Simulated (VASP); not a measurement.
# FeSi: relaxation of cell and atoms with LDA

The system is FeSi.

```
Fe Si
1.0
     4.37325    0.00000    0.00000
     0.00000    4.37325    0.00000
     0.00000    0.00000    4.37325
Fe Si
4 4
Cartesian
  0.5996 0.5996 0.5996
  1.5870 3.7737 2.7862
  2.7862 1.5870 3.7737
  3.7737 2.7862 1.5870
  3.6771 3.6771 3.6771
  2.8827 0.6961 1.4905
  1.4905 2.8827 0.6961
  0.6961 1.4905 2.8827
```

```json
{
  "Program": "VASP 6.6.1",
  "Task": "relaxation of cell and atoms",
  "Functional": "LDA",
  "Potentials or basis": "VASP PAW LDA potentials, release 64 (Fe, Si)",
  "Cutoff": "600 eV",
  "k mesh": "8 × 8 × 8",
  "Occupations": "gaussian, width 0.03 eV",
  "Spin": "no spin polarisation",
  "Further INCAR settings": "ALGO = Normal; EDIFF = 1e-07; IBRION = 2; EDIFFG = -0.005; NSW = 90; ISIF = 3"
}
```

```json
{"Relaxed volume": "10.45 Å³/atom", "Relaxed cell": "a = 4.373 Å, b = 4.373 Å, c = 4.373 Å, α = 90.00°, β = 90.00°, γ = 90.00°", "Space group after relaxing (to 0.05 Å)": "P2_13 (No. 198)", "Energy gained by relaxing": "0.0 meV/atom", "Ionic steps": "2", "Pressure after relaxing": "0.0 GPa", "Largest force after relaxing": "0.005 eV/Å", "Band gap on the k mesh": "0.13 eV, indirect (least direct gap 0.15 eV)"}
```

Forces on the atoms (eV/Å):
```
Fe   0.003  0.003  0.003
Fe  -0.003 -0.003  0.003
Fe   0.003 -0.003 -0.003
Fe  -0.003  0.003 -0.003
Si   0.001  0.001  0.001
Si  -0.001 -0.001  0.001
Si   0.001 -0.001 -0.001
Si  -0.001  0.001 -0.001
```

Final structure:
```yaml
crystal:
  lattice:
    - [4.37259, 0.00000, 0.00000]
    - [0.00000, 4.37259, 0.00000]
    - [0.00000, 0.00000, 4.37259]
  atoms:
    - { symbol: Fe, position: [0.13715, 0.13715, 0.13715] }
    - { symbol: Fe, position: [0.36285, 0.86285, 0.63715] }
    - { symbol: Fe, position: [0.63715, 0.36285, 0.86285] }
    - { symbol: Fe, position: [0.86285, 0.63715, 0.36285] }
    - { symbol: Si, position: [0.84085, 0.84085, 0.84085] }
    - { symbol: Si, position: [0.65915, 0.15915, 0.34085] }
    - { symbol: Si, position: [0.34085, 0.65915, 0.15915] }
    - { symbol: Si, position: [0.15915, 0.34085, 0.65915] }
```

Levels at points of the mesh, in eV from the valence-band top:
| k point | band 22 | band 23 | band 24 | band 25 | band 26 | band 27 |
| --- | --- | --- | --- | --- | --- | --- |
| (0.00, 0.00, 0.00) | -0.29 | -0.05 | -0.05 | 0.69 | 0.69 | 0.69 |
| (0.50, 0.00, 0.00) | -0.41 | -0.02 | -0.02 | 0.18 | 0.18 | 1.82 |
| (0.50, 0.50, 0.00) | -1.09 | -0.38 | -0.38 | 0.66 | 0.66 | 1.38 |
| (0.50, 0.50, 0.50) | -0.71 | -0.71 | -0.71 | 0.48 | 0.48 | 0.48 |

Run time: 52 s on 2 MPI ranks on AMD EPYC 9R45 96-Core Processor (Zen 5) (shared host), peak memory 0.22 GiB a rank.

A k mesh can miss the band edges. Spin polarisation is off, so any magnetic state and its effect on volume and gap are missing.
